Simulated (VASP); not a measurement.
Consider the following.

```
TiB2
1.0
    1.50441    -2.67667     0.00000
    1.50441     2.67667     0.00000
    0.00000     0.00000     3.17694
Ti B
1 2
Direct
  0.00000   0.00000   0.00000
  0.33333   0.66667   0.50000
  0.68954   0.35620   0.50000
```

Calculation: PBE GGA, VASP's PBE PAW potentials (set 64) (plane waves; VASP 6.6.1). Settings: 700 eV cut-off, 10×10×9 Γ-centred mesh, first-order Methfessel-Paxton smearing of 0.10 eV, potentials Ti_sv B.

Q: Give the force on each atom (eV/Å).

A: 
| atom | Fx | Fy | Fz |
|---|---|---|---|
| Ti1 | 0.528 | 0.023 | 0.000 |
| B2 | 0.812 | -0.154 | 0.000 |
| B3 | -1.341 | 0.131 | 0.000 |

Q: Give the stress tensor in GPa (positive for a compressed cell).

A: 
```
 6.51  -1.46   0.00
-1.46  -9.33   0.00
 0.00   0.00   6.26
```
The pressure is its mean diagonal, 1.15 GPa.

The compound is TiB2 in the AlB2 type structure. The cell was not relaxed at this level, atoms are displaced from their ideal sites. The run is one of a series of settings (ENCUT = 700 against the base run), some of them coarse on purpose.
